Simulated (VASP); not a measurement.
Output of a VASP run:

OSZICAR:
```
       N       E                     dE             d eps       ncg     rms          rms(c)
DAV:   1     0.105478546888E+03    0.10548E+03   -0.85798E+03  2486   0.117E+03
DAV:   2    -0.204006411953E+01   -0.10752E+03   -0.10315E+03  2835   0.285E+02
DAV:   3    -0.652844139751E+01   -0.44884E+01   -0.44770E+01  2950   0.607E+01
DAV:   4    -0.655081449919E+01   -0.22373E-01   -0.22371E-01  2765   0.425E+00
DAV:   5    -0.655094860136E+01   -0.13410E-03   -0.13410E-03  2865   0.301E-01    0.629E+00
DAV:   6    -0.619484400692E+01    0.35610E+00   -0.71396E-01  3446   0.121E+01    0.495E+00
DAV:   7    -0.617197394115E+01    0.22870E-01   -0.14820E-01  2680   0.306E+00    0.223E+00
DAV:   8    -0.617069750959E+01    0.12764E-02   -0.15275E-02  2685   0.187E+00    0.222E-01
DAV:   9    -0.617055649502E+01    0.14101E-03   -0.20907E-03  2935   0.716E-01    0.503E-02
DAV:  10    -0.617056941395E+01   -0.12919E-04   -0.21361E-04  2640   0.225E-01    0.385E-02
DAV:  11    -0.617059343957E+01   -0.24026E-04   -0.47896E-05  2560   0.626E-02    0.158E-02
DAV:  12    -0.617059253478E+01    0.90479E-06   -0.55483E-06  2840   0.367E-02    0.504E-03
DAV:  13    -0.617059283900E+01   -0.30422E-06   -0.10781E-06  2575   0.809E-03    0.314E-03
DAV:  14    -0.617059281009E+01    0.28909E-07   -0.85347E-08  1825   0.282E-03
   1 F= -.61705928E+01 E0= -.61705928E+01  d E =-.534741E-13
```

OUTCAR:
```
------------------------ aborting loop because EDIFF is reached ----------------------------------------
  FORCE on cell =-STRESS in cart. coord.  units (eV):
  Direction    XX          YY          ZZ          XY          YZ          ZX
  --------------------------------------------------------------------------------------
  Total        0.1567320      0.1567320      0.1350734      0.3223594      0.0000000      0.0000000
  in kB        4.4704583      4.4704583      3.8526908      9.1946400      0.0000000      0.0000000
  external PRESSURE =       4.2645358 kB  Pullay stress =       0.0000000 kB
  volume of cell :       56.17
      direct lattice vectors                 reciprocal lattice vectors
     0.000000000  3.039686078  3.039686078    -0.164490670  0.164490670  0.164490670
     3.039686078  0.000000000  3.039686078     0.164490670 -0.164490670  0.164490670
     3.039686078  3.039686078  0.000000000     0.164490670  0.164490670 -0.164490670
 POSITION                                       TOTAL-FORCE (eV/Angst)
 -----------------------------------------------------------------------------------
      0.00000      0.00000      0.00000         0.000000      0.000000     -0.245386
      1.51984      1.51984      1.46984         0.000000      0.000000      0.245386
 -----------------------------------------------------------------------------------
    total drift:                               -0.000000     -0.000000     -0.000000
  FREE ENERGIE OF THE ION-ELECTRON SYSTEM (eV)
  ---------------------------------------------------
  free  energy   TOTEN  =        -6.1705928101 eV

  energy  without entropy=       -6.1705928101  energy(sigma->0) =       -6.17059281
```
(Selected blocks of OUTCAR.)

### POSCAR
```
CdSe
1
   -0.0000000000     3.0396860779     3.0396860779
    3.0396860779     0.0000000000     3.0396860779
    3.0396860779     3.0396860779    -0.0000000000
Cd Se
1 1
Direct
  0.0000000000   0.0000000000   0.0000000000
  0.2417754665   0.2417754665   0.2582245335
```

Task: Reconstruct the remaining input files.

Result: Several could match; the one computed here: the input of the run itself, PBEsol GGA, plane waves, VASP's PBE PAW potentials (set 64).

### INCAR
```
SYSTEM=CdSe
PREC=Accurate; ENCUT=480; LREAL=.False.
LASPH=.True.
EDIFF=1E-7; NELM=100; ALGO=Normal
LMAXMIX=4
ISMEAR=0; SIGMA=0.05
GGA=PS
ISIF=2
LWAVE=.False.; LCHARG=.False.
```

KPOINTS:
```
kpoints
0
G
 8 8 8
```

POTCAR, in this order: Cd Se (PBE.64 set). Program: vasp_std.

The compound is CdSe in the zinc blende structure, whereas wurtzite is the usual form. This cell was strained or had an atom moved on purpose.
